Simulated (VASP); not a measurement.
An input for Ansatz (written as the equivalent of a VASP run, and not itself run):

Ansatz 0.2 input:
```yaml
crystal:
  lattice:
    - [0.0000000, 2.6642560, 2.6642560]
    - [2.6642560, 0.0000000, 2.6642560]
    - [2.6642560, 2.6642560, 0.0000000]
  atoms:
    - { symbol: Mg, position: [0.0000000, 0.0000000, 0.0000000] }
    - { symbol: Se, position: [0.5000000, 0.5000000, 0.5000000] }
kpoints:
  mp_grid: { grid: [9, 9, 9] }
hamiltonian:
  xc: pbesol
  pseudopotentials: { kind: paw }
scf:
  occupations: { method: gaussian, width: 0.05 }
  max_iter: 100
relax:
  max_steps: 40
  f_tol: 0.02
  cell: { p_target: 10 }
output: { forces: true, stress: true, eigenvalues: true }
```

Task: Write the VASP files for the same calculation (PBEsol).

Result: Several could match; the one computed here: 
**KPOINTS**
```
K-points
0
Gamma
9 9 9
0 0 0
```

### INCAR
```
SYSTEM = MgSe
PREC = Accurate
ENCUT = 500
EDIFF = 1E-6
NELM = 100
ALGO = Normal
LREAL = .FALSE.
LASPH = .TRUE.
ISMEAR = 0
SIGMA = 0.05
GGA = PS
LMAXMIX = 4
LWAVE = .FALSE.
LCHARG = .FALSE.
IBRION = 2
ISIF = 3
NSW = 40
EDIFFG = -0.02
PSTRESS = 100
```

File POSCAR:
```
MgSe
1
    0.0000000000     2.6642559707     2.6642559707
    2.6642559707     0.0000000000     2.6642559707
    2.6642559707     2.6642559707     0.0000000000
Mg Se
1 1
Direct
  0.0000000000   0.0000000000   0.0000000000
  0.5000000000   0.5000000000   0.5000000000
```

POTCAR, in this order: Mg Se (PBE.64 set). Program: vasp_std.

What does not carry over: each code has its own PAW files, so the cut-off isn't converted (ENCUT is set for VASP's; basis.ecutwfc is left out, and Ansatz then takes the one that its files recommend); Ansatz stops its SCF on the density residual and VASP on the energy change (EDIFF).

The structure was generated: MgSe was put into the rock salt type (Fm-3m), which need not be its known phase. This run relaxes it under an external pressure of 10 GPa. Symmetry was kept, so distortions that lower it aren't found.
